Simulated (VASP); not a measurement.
A cell of Na (bcc) near equilibrium:

```yaml
crystal:
  lattice:
    - [-2.07940, 2.07940, 2.07940]
    - [2.07940, -2.07940, 2.07940]
    - [2.07940, 2.07940, -2.07940]
  atoms:
    - { symbol: Na, position: [0.00000, 0.00000, 0.00000] }
```

Level of theory: PBE GGA, VASP's PBE PAW potentials (set 64) (plane waves; VASP).

```json
[
 {"run": "as it is", "ΔE (meV/atom)": "0.0", "σxx": "0.18", "σyy": "0.18", "σzz": "0.18", "largest shear component, with its sign (GPa)": "0.00", "largest force (eV/Å)": "0.000"},
 {"run": "after one change", "ΔE (meV/atom)": "0.1", "σxx": "-0.28", "σyy": "-0.28", "σzz": "-0.28", "largest shear component, with its sign (GPa)": "0.00", "largest force (eV/Å)": "0.000"}
]
```
Stress is in GPa, positive when the cell is compressed.

Q: What was changed between the two runs?
A) biaxial strain of -4.0 % in the yz plane
B) isotropic strain of -3.0 %
C) isotropic strain of +2.0 %

A: C, isotropic strain of +2.0 %

The compound is Na in the bcc structure.
